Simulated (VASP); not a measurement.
A run of VASP 6.6.1 is set up as follows.

The input INCAR:

```
SYSTEM = CaCoAu3
ALGO     = Normal         ! electronic algorithm
EDIFF    = 1E-7           ! SCF threshold, eV
EDIFFG   = -0.02          ! ionic threshold
ENCUT    = 600            ! plane-wave cutoff, eV
GGA      = PE             ! functional
IBRION   = 2              ! ionic algorithm
ISIF     = 3              ! what is computed and relaxed
ISMEAR   = -1             ! smearing method
ISPIN    = 2              ! spin polarisation
IVDW     = 13             ! dispersion correction
LASPH    = .TRUE.         ! aspherical terms in the spheres
LCHARG   = .FALSE.        ! write CHGCAR
LMAXMIX  = 4              ! l up to which the mixer works
LORBIT   = 11             ! projections on sites
LREAL    = .FALSE.        ! projectors in reciprocal space
LWAVE    = .FALSE.        ! write WAVECAR
MAGMOM   = 0 2 0 0 0      ! initial moments
NELM     = 150            ! most SCF steps
NSW      = 60             ! ionic steps
PREC     = Accurate       ! precision mode
SIGMA    = 0.05           ! smearing width, eV
```

Contents of KPOINTS:

```
k-points
0
G
  5 5 5
  0 0 0
```

The input POSCAR:

```
CaCoAu3
1.0
    4.8510400000      0.0000000000      0.0000000000
    0.0000000000      4.8510400000      0.0000000000
    0.0000000000      0.0000000000      4.8510400000
Ca Co Au
1 1 3
Direct
    0.0000000000      0.0000000000      0.0000000000
    0.5000000000      0.5000000000      0.5000000000
    0.0000000000      0.5000000000      0.5000000000
    0.5000000000      0.0000000000      0.5000000000
    0.5000000000      0.5000000000      0.0000000000
```

Potentials or basis: VASP PAW PBE potentials, release 64 (Ca_sv, Co, Au).

The run is started by

```sh
$ cat potpaw_PBE.64/Ca_sv/POTCAR potpaw_PBE.64/Co/POTCAR potpaw_PBE.64/Au/POTCAR > POTCAR
$ mpirun -np 1 vasp_std > vasp.out
```

Predict the dispersion energy per atom.

-0.418 eV.

Estimate the space group after relaxing (to 0.05 Å).

Pm-3m (No. 221).

What does it give for the relaxed cell?

a = 4.788 Å, b = 4.788 Å, c = 4.788 Å, α = 90.00°, β = 90.00°, γ = 90.00°.

The path:
| step | energy change (eV) | largest force (eV/Å) | pressure (GPa) | volume (Å³) |
| --- | --- | --- | --- | --- |
| 1 | 0.0000 | 0.0000 | -2.29 | 114.16 |
| 2 | -0.0326 | 0.0000 | 0.72 | 108.85 |
| 3 | -0.0348 | 0.0000 | 0.04 | 109.80 |

Caveat: pairwise dispersion overbinds metals, which lowers pressure and volume. The run has no spin-orbit coupling, so splittings on Au are missing.
